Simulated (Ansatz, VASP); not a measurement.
## Cross-check of CdPbO2 between VASP and Ansatz

One calculation is typed for both programs; each brings its own data sets. How far apart do they land? The cell is invented: As first built, before any earlier steps moved the atoms (in the runner's words): it takes the EuO structure with some of its atoms replaced by other elements, volume scaled by an estimate. It may not be a known or stable phase. The cell is taken from a series of VASP runs on this material, whose earlier steps may have relaxed, scaled or displaced it; both programs get it as it stands. Valence electrons are named where the data sets of a main pair hold unlike numbers.

Main program and level: Ansatz 0.2.0; plane waves, with VASP 6.6.1 beside it; single point at revPBE and band structure at revPBE.

## 1. Set-up

It takes space group C2 (No. 5, monoclinic). Conventional cell: a = 6.197 Å, b = 3.580 Å, c = 6.207 Å, α = 90.00°, β = 109.41°, γ = 90.00°. Pb has 6 O at 2.62 Å nearest. Nearest to Cd lie 6 O at 2.44 to 2.45 Å. Nearest to O lie 3 Cd at 2.44 to 2.45 Å and 3 Pb at 2.62 Å. As first built, before any earlier steps moved the atoms (in the runner's words): sites of the EuO structure (space group 225) filled with other elements, volume scaled by an estimate. Farther neighbours and most contacts between anions are not listed.

## 2. VASP: single point, revPBE

A single point gives forces, pressure and levels at one fixed geometry, so differences don't come from the geometry; what else differs is listed under the comparison.

Lines of VASP's logs that name or quote its potential files are left out, and so is its time.

File INCAR:

```
SYSTEM = CdPbO2
PREC = Accurate
ENCUT = 520
EDIFF = 1E-06
NELM = 100
ISMEAR = -1
SIGMA = 0.05
LREAL = .FALSE.
ALGO = Normal
GGA = RE
NBANDS = 25
LORBIT = 11
LWAVE = .FALSE.
LCHARG = .TRUE.
ISIF = 2
LELF = .TRUE.
LVHAR = .TRUE.
```

File POSCAR:

```
CdPbO2
1.0
    3.0985697600     -1.7901685800      0.0000000000
    3.0985697600      1.7901685800      0.0000000000
   -2.0630447900      0.0000000000      5.8541862400
Pb Cd O
1 1 2
Direct
    0.4981870620      0.5018129380      0.5000000000
    0.0000853920      0.9999146080      0.0000000000
    0.7416981740      0.7427466730      0.2244488730
    0.2572533270      0.2583018260      0.7755511270
```

File KPOINTS:

```
Automatic mesh
0
Gamma
7 7 4
0 0 0
```

PAW data sets: Pb_d, Cd and O (PBE family, release 64).

Started as:

```
$ mpirun -np 2 vasp_std
```

Numbers of over 12 decimals in the logs are rounded to 6 here.

What it wrote:

```text
[banner, memory and clock lines left out]
running    2 mpi-ranks, on    1 nodes
 distrk:  each k-point on    2 cores,    1 groups
 distr:  one band on    1 cores,    2 groups

 POSCAR found type information on POSCAR PbCdO
 POSCAR found :  3 types and       4 ions
|                                                                             |
|               ----> ADVICE to this user running VASP <----                  |
|                                                                             |
|     You enforced a specific xc type in the INCAR file but a different       |
|     [... a line on the potential file left out ...]
|     I HOPE YOU KNOW WHAT YOU ARE DOING!                                     |
|                                                                             |

 LDA part: xc-table for (Slater+PW92), standard interpolation
|                                                                             |
|           W    W    AA    RRRRR   N    N  II  N    N   GGGG   !!!           |
|           W    W   A  A   R    R  NN   N  II  NN   N  G    G  !!!           |
|           W    W  A    A  R    R  N N  N  II  N N  N  G       !!!           |
|           W WW W  AAAAAA  RRRRR   N  N N  II  N  N N  G  GGG   !            |
|           WW  WW  A    A  R   R   N   NN  II  N   NN  G    G                |
|           W    W  A    A  R    R  N    N  II  N    N   GGGG   !!!           |
|                                                                             |
|     The number of bands has been changed from the values supplied in        |
|     The orbitals not found in the WAVECAR file will be initialized with     |
|     random numbers, which is usually adequate. For correlated               |
|     calculations, however, you should redo the groundstate calculation.     |
|     I found NBANDS = 25. Now, NBANDS = 26.                                  |
|                                                                             |

 POSCAR, INCAR and KPOINTS ok, starting setup
 FFT: planning ... GRIDC
 FFT: planning ... GRID_SOFT
 FFT: planning ... GRID
 WAVECAR not read
 entering main loop
       N       E                     dE             d eps       ncg     rms          rms(c)
DAV:   1     0.398720045781E+03    0.39872E+03   -0.20137E+04  3136   0.169E+03
DAV:   2     0.168828758890E+02   -0.38184E+03   -0.36541E+03  3396   0.442E+02
DAV:   3    -0.196790573420E+02   -0.36562E+02   -0.35862E+02  3744   0.144E+02
DAV:   4    -0.208100691580E+02   -0.11310E+01   -0.11265E+01  3564   0.265E+01
DAV:   5    -0.208359392902E+02   -0.25870E-01   -0.25864E-01  3486   0.427E+00    0.127E+01
DAV:   6    -0.169258786028E+02    0.39101E+01   -0.20291E+01  4674   0.469E+01    0.924E+00
DAV:   7    -0.166892357653E+02    0.23664E+00   -0.27083E+00  3194   0.150E+01    0.422E+00
DAV:   8    -0.166740580257E+02    0.15178E-01   -0.51705E-01  3308   0.499E+00    0.132E+00
DAV:   9    -0.166649854306E+02    0.90726E-02   -0.38570E-02  4228   0.183E+00    0.338E-01
DAV:  10    -0.166648415201E+02    0.14391E-03   -0.70913E-03  3212   0.640E-01    0.108E-01
DAV:  11    -0.166652943275E+02   -0.45281E-03   -0.10572E-03  3316   0.209E-01    0.678E-02
DAV:  12    -0.166652544456E+02    0.39882E-04   -0.11233E-04  3946   0.776E-02    0.189E-02
DAV:  13    -0.166652545843E+02   -0.13871E-06   -0.99328E-06  3324   0.274E-02
   1 F= -.16665255E+02 E0= -.16665046E+02  d E =-.416555E-03
```

Parts of OUTCAR (step 2):

```text
ion  position               nearest neighbor table
   1  0.498  0.502  0.500-   4 2.62   3 2.62   3 2.62   4 2.62   3 2.62   4 2.62   2 3.58   2 3.58
                             2 3.58   2 3.58   2 3.59   2 3.59
   2  0.000  1.000  0.000-   3 2.44   4 2.44   3 2.45   4 2.45   3 2.45   4 2.45   1 3.58   1 3.58
                             1 3.58   1 3.58   1 3.59   1 3.59
   3  0.742  0.743  0.224-   2 2.44   2 2.45   2 2.45   1 2.62   1 2.62   1 2.62
   4  0.257  0.258  0.776-   2 2.44   2 2.45   2 2.45   1 2.62   1 2.62   1 2.62

  LATTYP: Found a base centered monoclinic cell.
 ALAT       =     6.1971395200
 B/A-ratio  =     0.5777402862
 C/A-ratio  =     1.0016015503
 COS(beta)  =    -0.3323704423

 Subroutine GETGRP returns: Found  2 space group operations
 (whereof  2 operations were pure point group operations)

The static configuration has the point symmetry C_2 .

 Found     60 irreducible k-points:

   k-points           NKPTS =     60   k-points in BZ     NKDIM =     60   number of bands    NBANDS=     26

   dimension x,y,z NGX =    28 NGY =   28 NGZ =   48
   dimension x,y,z NGXF=    56 NGYF=   56 NGZF=   96

   ENCUT  =  520.0 eV  38.22 Ry    6.18 a.u.   6.65  6.65 11.54*2*pi/ulx,y,z

   NELECT =      38.0000    total number of electrons

 k-points in reciprocal lattice and weights: Automatic mesh
   0.00000000  0.00000000  0.00000000       0.005
   0.14285714  0.00000000  0.00000000       0.020
   0.28571429  0.00000000  0.00000000       0.020
   0.42857143  0.00000000  0.00000000       0.020
   0.14285714  0.14285714  0.00000000       0.010
   0.28571429  0.14285714  0.00000000       0.020
   0.42857143  0.14285714 -0.00000000       0.020
  -0.42857143  0.14285714  0.00000000       0.020
  -0.28571429  0.14285714 -0.00000000       0.020
[...]
0.42857143  0.42857143  0.50000000       0.010
  -0.42857143  0.42857143  0.50000000       0.010

 average (electrostatic) potential at core
       1 -92.4826       2 -36.1478       3 -70.1329       4 -70.1329

 E-fermi :   4.4475

 k-point     1 :       0.0000    0.0000    0.0000
  band No.  band energies     occupation
    ...
     15       2.3177      2.00000
     16       2.5264      2.00000
     17       2.5291      2.00000
     18       3.2184      2.00000
     19       3.2258      2.00000
     20       6.1139      0.00000
     21       7.9353      0.00000
     22      11.1958      0.00000
     23      11.1985      0.00000
     24      15.9633      0.00000
    ...

 k-point     2 :       0.1429    0.0000    0.0000
  band No.  band energies     occupation
    ...
     15       2.1865      2.00000
     16       2.4906      2.00000
     17       2.5580      2.00000
     18       3.0717      2.00000
     19       3.2969      2.00000
     20       6.9067      0.00000
     21       7.5107      0.00000
     22      10.2286      0.00000
     23      11.1008      0.00000
     24      14.2123      0.00000
    ...

 k-point     3 :       0.2857    0.0000    0.0000
  band No.  band energies     occupation
    ...
     15       0.9687      2.00000
     16       2.3612      2.00000
     17       2.4079      2.00000
     18       2.7797      2.00000
     19       3.9745      1.99984
     20       6.7777      0.00000
     21       8.2211      0.00000
     22       9.2083      0.00000
     23      10.7478      0.00000
     24      12.3342      0.00000
    ...

  Total       -0.0090971      0.0043963     -0.0060162      0.0000000      0.0000000      0.0048101
  in kB       -0.2244202      0.1084546     -0.1484174      0.0000000      0.0000000      0.1186632
  external PRESSURE =      -0.0881277 kB  Pullay stress =       0.0000000 kB

  energy-cutoff  :      520.00
  volume of cell :       64.95
      direct lattice vectors                 reciprocal lattice vectors
     3.098569760 -1.790168580  0.000000000     0.161364771 -0.279303304  0.056865760
     3.098569760  1.790168580  0.000000000     0.161364771  0.279303304  0.056865760
    -2.063044790  0.000000000  5.854186240     0.000000000  0.000000000  0.170817934

 POSITION                                       TOTAL-FORCE (eV/Angst)
 -----------------------------------------------------------------------------------
      2.06705      0.00649      2.92709         0.000000     -0.003471      0.000000
      3.09857      1.78986      0.00000         0.000000      0.008207      0.000000
      4.13661      0.00188      1.31397        -0.009719     -0.002368     -0.000618
     -0.00251      0.00188      4.54022         0.009719     -0.002368      0.000618
 -----------------------------------------------------------------------------------
    total drift:                                0.000000     -0.000034     -0.000000

  FREE ENERGIE OF THE ION-ELECTRON SYSTEM (eV)
  ---------------------------------------------------
  free  energy   TOTEN  =       -16.6652545843 eV

  energy  without entropy=      -16.6648380293  energy(sigma->0) =      -16.66504631

 total charge
# of ion       s       p       d       tot
------------------------------------------
    1        1.511   0.449   9.864  11.824
    2        0.324   0.207   9.629  10.160
    3        1.582   3.310   0.000   4.892
    4        1.582   3.310   0.000   4.892
--------------------------------------------------
tot          4.999   7.276  19.494  31.769

[... 3 further parts left out ...]
```

The gap is read on the k-mesh alone, so it is an upper bound where the band edges lie off the mesh. The PAW data sets were made with PBE, which is usual practice but a small mismatch for other functionals.

## 3. Ansatz: single point, revPBE

Ansatz runs on its default PAW (the set named soft_2) files.

The same cell, functional, mesh and smearing now go to Ansatz, which takes its cutoff from its data sets.

File input.yaml:

```yaml
crystal:
  lattice:
    - [3.09856976, -1.79016858, 0.0]
    - [3.09856976, 1.79016858, 0.0]
    - [-2.06304479, 0.0, 5.85418624]
  atoms:
    - { symbol: Pb, position: [0.498187062, 0.501812938, 0.5] }
    - { symbol: Cd, position: [8.5392e-05, 0.999914608, 0.0] }
    - { symbol: O, position: [0.741698174, 0.742746673, 0.224448873] }
    - { symbol: O, position: [0.257253327, 0.258301826, 0.775551127] }
hamiltonian:
  xc: revpbe
  pseudopotentials: { kind: paw }
kpoints:
  mp_grid: { grid: [7, 7, 4] }
scf:
  occupations: { method: fermi_dirac, width: 0.05 }
  n_extra_bands: 5
output:
  forces: true
  stress: true
  eigenvalues: true
```

Started as:

```
$ ansatz run input.yaml --threads 2 --pin off --max-ram 4608MiB --backend cpu --events-out ev --progress --plain --runs-dir out
```

What it wrote:

```text
scf.n_extra_bands = 5 over 23 filled bands (N_el = 46.0): the run solves 28 bands
Engine: ansatz 0.2.0, aarch64-unknown-linux-gnu
Pseudopotentials: kind: paw
Pseudopotential: Pb, paw, valence charge 14, recommended cutoff 420 eV (normal), Pb.paw.azcp
Pseudopotential: Cd, paw, valence charge 20, recommended cutoff 420 eV (normal), Cd.paw.azcp
Pseudopotential: O, paw, valence charge 6, recommended cutoff 420 eV (normal), O.paw.azcp
Functional definition: revPBE
  parameter kappa = 1.245
  parameter beta = 0.066725
  exchange = pbe_x(kappa = kappa, mu = beta*pi^2/3)
  correlation = pbe_c(beta = beta)
Crystal: 4 atoms, lattice volume = 64.946 Å³
Basis set: ecut = 420 eV, 1237 PW (Γ), exchange–correlation on 48×48×90 points (8 copies of the dense FFT grid, shifted against one another)
Bands: 28, of which v1, the nominal top of the filled ones, is band 23 counted from 1 (22 counted from 0)
Symmetry: 2 space group operations
Space group: C2 (ITA 5), of the structure as read, at distance tolerance 4.0e-5 Å
k-points: 60 of 196 (time reversal used)
Non-local potential: Pb, projectors of the file, l = 0: 2, l = 1: 2, l = 2: 2, l = 3: 2
Non-local potential: Cd, projectors of the file, l = 0: 3, l = 1: 2, l = 2: 2, l = 3: 1
Non-local potential: O, projectors of the file, l = 0: 2, l = 1: 2, l = 2: 1
PAW form: soft (Blöchl's): semilocal exchange-correlation on the pseudo side does not see the compensation charge
PAW frozen core: Pb, regenerated for the run's functional, and the local potential with it (the file was generated under x = pbe(κ = 0.804, μ = 0.219515), c = pbe(β = 0.066725))
PAW frozen core: Cd, regenerated for the run's functional, and the local potential with it (the file was generated under x = pbe(κ = 0.804, μ = 0.219515), c = pbe(β = 0.066725))
PAW frozen core: O, regenerated for the run's functional, and the local potential with it (the file was generated under x = pbe(κ = 0.804, μ = 0.219515), c = pbe(β = 0.066725))
PAW one-centre angular grid: Pb, 590 points (default); XC on 64 Gauss nodes
PAW one-centre angular grid: Cd, 590 points (default); XC on 64 Gauss nodes
PAW one-centre angular grid: O, 110 points (default); XC on 64 Gauss nodes
Initial density: superposition of atomic densities (neutral atoms: chi_scale 0, normalization atom), corrected by the library's trained network
Initial wavefunctions: pseudopotential atomic-orbital guess
Functional: x = revpbe(κ = 1.245, μ = 0.219515), c = pbe(β = 0.066725)
SCF iter   1: F=—  HF=-21313.747521 eV  |F-HF|=—  |Δ(HF+E_count)|=         —  Δρ=4.87e-3  dr2=1.53e-2  ethr=1.77e-3  ⟨swp⟩=6.1  Hψ=6745  notcnv=0
preconditioner: auto → Resta (q_TF=auto, 2.576 Å⁻¹)  ε∞=5.0  [insulator: Δε(μ)=0.421 eV  Ē_g=14.143 eV  σ=0.050 eV  W_gap=0.94  n_scr=22 (ndim 8)  ℏωp=28.4 eV  f_vac=0.001  D(μ)=0.02/eV (n_scr^D=0)  ε∞_Penn≈5.0]
SCF iter   2: F=—  HF=-21313.745971 eV  |F-HF|=—  |Δ(HF+E_count)|=   1.55e-3  Δρ=2.19e-3  dr2=3.44e-3  ethr=3.32e-5  ⟨swp⟩=3.0  Hψ=3243  notcnv=0  defer=14
SCF iter   3: F=—  HF=-21313.745537 eV  |F-HF|=—  |Δ(HF+E_count)|=   4.34e-4  Δρ=5.81e-4  dr2=2.66e-4  ethr=7.47e-6  ⟨swp⟩=2.3  Hψ=2699  notcnv=0  defer=14
SCF iter   4: F=—  HF=-21313.745560 eV  |F-HF|=—  |Δ(HF+E_count)|=   2.34e-5  Δρ=1.29e-4  dr2=9.34e-6  ethr=5.78e-7  ⟨swp⟩=2.1  Hψ=2268  notcnv=0  defer=14
SCF iter   5: F=—  HF=-21313.745559 eV  |F-HF|=—  |Δ(HF+E_count)|=   6.24e-7  Δρ=4.20e-5  dr2=8.09e-7  ethr=2.03e-8  ⟨swp⟩=2.0  Hψ=2348  notcnv=0  defer=14
SCF iter   6: F=-21313.745561 eV  HF=-21313.745561 eV  |F-HF|=5.33e-8  |Δ(HF+E_count)|=   2.02e-6  Δρ=7.21e-6  dr2=2.45e-8  ethr=2.17e-10  ⟨swp⟩=8.8  Hψ=8461  notcnv=0
SCF 1 converged in 6 iterations: F = -21313.745561 eV  dr2 = 2.45e-8
  greatest PAW one-centre occupation: 1.000 electrons in one spin orbital (limit 2), on the Cd atom at site 1 (counted from 0), in its partial waves of l = 1
SCF converged after 6 iterations
Free energy (F): -21313.745561 eV
Harris-Foulkes:  -21313.745561 eV  (|F-HF|=5.33e-8)
Internal energy: -21313.745163 eV  (E = F + TS)
E sigma→0 (E₀):  -21313.745362 eV
Entropy (-TS):   -0.000399 eV (-0.100 meV/atom)
Fermi energy:    10.802120 eV
--- Per-component energies (eV) ---
  E_band       = -427.877716
  E_kinetic    = 1137.528214
  E_local      = -4820.275922  (includes V_loc(G=0)·N_el)
  E_nonlocal   = 479.543115
  E_hartree    = 2129.255235
  E_xc         = -545.768517
  E_vxc        = -541.555019  (∫ρ·V_xc dr)
  E_paw        = -14821.282466  (= ΣΔE_a)
  E_vpaw       = -941.628527  (= ΣTr[D̂ρ^β])
  E_aug_tail   = 0.004724  (compensation charges beyond the density's cutoff)
  E_ewald      = -4872.693456
  E_core_change = -0.056090  (= ΣΔE_core)
  E_smearing   = -0.000399  (= −TS)
  E_closure    = 0.000000  (closes the sum)
  Σ components = -21313.745561   (vs F -21313.745561, Δ=0.00e0)
--- Forces (eV/Å), atoms counted from 1 ---
  atom   1  Pb     0.00000000    -0.00324898    -0.00000000
  atom   2  Cd    -0.00000000     0.00761581     0.00000000
  atom   3  O     -0.00893093    -0.00218335    -0.04065243
  atom   4  O      0.00893093    -0.00218335     0.04065243
  max |Σ_I F_I| component: 1.24e-7 eV/Å
--- Stress (GPa, compression-positive) ---
       -0.343646      -0.000000       0.016627
       -0.000000      -0.300145       0.000000
        0.016627       0.000000      -0.246669
  P = ⅓ Tr σ = -0.2968 GPa (-2.968 kbar)
--- Band table (eV; the first three rows and the last of 60) ---
  k-point 0: bands = [... 19 lower, 8.8659, 8.8685, 9.5678, 9.5753, 12.4713, 14.2955, 17.5450, 17.5478, ... 1 higher]
  k-point 1: bands = [... 19 lower, 8.9413, 9.3459, 9.4837, 9.4925, 11.8114, 15.2754, 17.7624, 17.7667, ... 1 higher]
  k-point 2: bands = [... 19 lower, 9.0473, 9.3664, 9.3793, 10.2609, 10.9294, 17.2061, 17.5380, 18.0195, ... 1 higher]
  k-point 59: bands = [... 19 lower, 7.8058, 8.2643, 8.5355, 10.3854, 13.2902, 14.9980, 15.4287, 16.4689, ... 1 higher]
```

Run time: 5.6 s. Hardware: 2 threads of Arm Neoverse V2, shared host; peak memory 0.36 GiB.

The run ends at a pressure of -0.30 GPa, with forces up to 0.042 eV/Å.

## 4. Differences

Known differences besides the potentials themselves: the data sets hold 46 valence electrons in Ansatz (on its default PAW (the set named soft_2) files) and 38 in VASP; the cutoff is 420 eV in Ansatz and 520 eV in VASP; Ansatz makes its cores anew for this functional, VASP keeps those of its PBE data sets; VASP leaves aspherical gradient terms in its spheres out (LASPH is not set), Ansatz keeps them. Total energies have different zeros and are not compared.

Compared:

| quantity | Ansatz | VASP | difference |
| --- | --- | --- | --- |
| pressure (GPa) | -0.30 | -0.01 | -0.29 |
| pressure without Ansatz's Pulay correction (GPa) | -0.67 | -0.01 | -0.66 |
| gap on the k mesh (eV) | 0.391 | 0.386 | +0.005 |

At this near-relaxed geometry the largest component of a force difference is 40 meV/Å. A gap on the mesh is an upper bound, since the band edges may lie between its points; neither run holds spin-orbit coupling, which can move the band edges of a compound of Pb. Ansatz's pressure holds a Pulay correction of 0.37 GPa; VASP's holds none.

## 5. Other set-ups

Further runs change the set-up of one program: Ansatz's method, potentials or start, or VASP's data sets, cutoff or form of LDA. The table gives Ansatz less VASP for each quantity, since a change that brings one quantity closer may part another.

| run | r.m.s. force difference (meV/Å) | pressure (GPa) | gap on the k mesh (eV) | pressure without Ansatz's Pulay correction (GPa) |
| --- | --- | --- | --- | --- |
| as above | 16 | -0.29 | 0.0054 | -0.66 |
| cores kept as stored | 16 | -0.29 | 0.0051 | -0.66 |
| Ansatz's larger PAW set (cutoff 900 eV) | 17 | -0.25 | 0.0078 |  |
| norm-conserving potentials (cutoff 1240 eV) | 19 | -0.40 | 0.028 |  |

[end of part 1 of 2]

[Lines on the potential files, build, host, timing and source positions are cut from VASP's logs without a mark.]

[Logs are printed without paths, hosts, clocks, repeated set-up lines and the standing remarks that a program may print on its own settings, such as how far it seeks lower states.]

[Hosts, paths, dates, database ids (printed as entryN), source tags and the programs' standing remarks are cut or masked in the printed files.]
